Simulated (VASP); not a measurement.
A convergence study with VASP on TiO2 (rutile): one setting is varied, all else stays as given below, so the limit is that of these other settings. Each run relaxes cell and ions from the cell shown. The basis is that of the starting cell, so low cut-offs carry a Pulay error.

```yaml
crystal:
  lattice:
    - [4.59000, 0.00000, 0.00000]
    - [0.00000, 4.59000, 0.00000]
    - [0.00000, 0.00000, 2.96000]
  atoms:
    - { symbol: Ti, position: [0.00000, 0.00000, 0.00000] }
    - { symbol: Ti, position: [0.50000, 0.50000, 0.50000] }
    - { symbol: O, position: [0.30500, 0.30500, 0.00000] }
    - { symbol: O, position: [0.80500, 0.19500, 0.50000] }
    - { symbol: O, position: [0.19500, 0.80500, 0.50000] }
    - { symbol: O, position: [0.69500, 0.69500, 0.00000] }
```

Calculation: PBEsol GGA, VASP's PBE PAW potentials (set 64) (plane waves; VASP). The tightest run used: 800 eV cut-off, 4×4×6 Γ-centred mesh, Gaussian smearing of 0.050 eV, potentials Ti_sv O.

Gaps are read on the run's mesh, which can miss a band edge.

The settings run are ENCUT = 250; ENCUT = 300; ENCUT = 350; ENCUT = 400; ENCUT = 450; ENCUT = 500; ENCUT = 550; ENCUT = 600; ENCUT = 650; ENCUT = 700; ENCUT = 750; ENCUT = 800. From which on does the relaxed volume stay within 0.05 Å³/atom of the tightest run?…

From ENCUT = 500 on: it is off by 0.006 there and by no more than 0.05 in any finer run, while ENCUT = 450 is off by 0.069.
| setting | relaxed volume (Å³/atom) | E (eV/atom) | gap on the mesh (eV) | plane waves | difference judged (Å³/atom) |
|---|---|---|---|---|---|
| ENCUT = 250 | 8.490 | -10.3084 | 2.184 | 584 | 1.861 |
| ENCUT = 300 | 9.203 | -9.6389 | 1.984 | 752 | 1.148 |
| ENCUT = 350 | 9.750 | -9.4172 | 1.894 | 950 | 0.601 |
| ENCUT = 400 | 10.102 | -9.3653 | 1.854 | 1154 | 0.249 |
| ENCUT = 450 | 10.282 | -9.3520 | 1.832 | 1368 | 0.069 |
| ENCUT = 500 | 10.345 | -9.3497 | 1.828 | 1612 | 0.006 |
| ENCUT = 550 | 10.349 | -9.3500 | 1.829 | 1850 | 0.002 |
| ENCUT = 600 | 10.340 | -9.3511 | 1.830 | 2104 | 0.011 |
| ENCUT = 650 | 10.336 | -9.3520 | 1.831 | 2404 | 0.015 |
| ENCUT = 700 | 10.339 | -9.3528 | 1.831 | 2648 | 0.012 |
| ENCUT = 750 | 10.345 | -9.3531 | 1.831 | 2936 | 0.006 |
| ENCUT = 800 | 10.351 | -9.3533 | 1.831 | 3236 | 0.000 |

Left out are rungs that failed or repeat a setting and relaxations that didn't move; long series are thinned to 24 rows.

The compound is TiO2 in the rutile structure.
